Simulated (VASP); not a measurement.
# TiO$_{2}$ (relaxed from the CdI2 structure, space group P-3m1): computed properties

Method: r2SCAN meta-GGA, VASP's PBE PAW potentials (set 64) (plane waves; VASP).

```
Item                                                                                                               Result
---------------------------------------------  --------------------------------------------------------------------------
space group                                                                                                   P-3m1 (164)
cell                                           a = 2.981 Å, b = 2.981 Å, c = 4.721 Å, α = 90.00°, β = 90.00°, γ = 120.00°
volume per atom                                                                                             12.11 Å³/atom
band gap (over mesh and band path)                                                                                2.97 eV
smallest direct gap (over mesh and band path)                                                                     3.21 eV
band-edge character                                                                            indirect, K-Γ at 0.60 to A
density                                                                                                        3.65 g/cm³
```

TiO$_{2}$ is modelled in the trigonal space group P-3m1 (No. 164), the CdI2 type structure, Pearson symbol hP3. Conventional cell: a = 2.981 Å, b = 2.981 Å, c = 4.721 Å, α = 90.00°, β = 90.00°, γ = 120.00°. Ti on 1a has 6 O at 1.969 Å (octahedral). O on 2d is surrounded by 3 Ti at 1.969 Å (trigonal pyramidal). (Neighbours: up to the widest gap in distance over summed covalent radii, below 1.35, at either atom; cation-cation and far metal-metal contacts left out.)

The path is coarsely sampled, so an indirect gap can come out somewhat too large.

The structure was generated: TiO2 was put into the CdI2 type (P-3m1), which need not be its known phase. It was relaxed first, which changed the volume by +18 %. Symmetry was kept, so distortions that lower it aren't found.
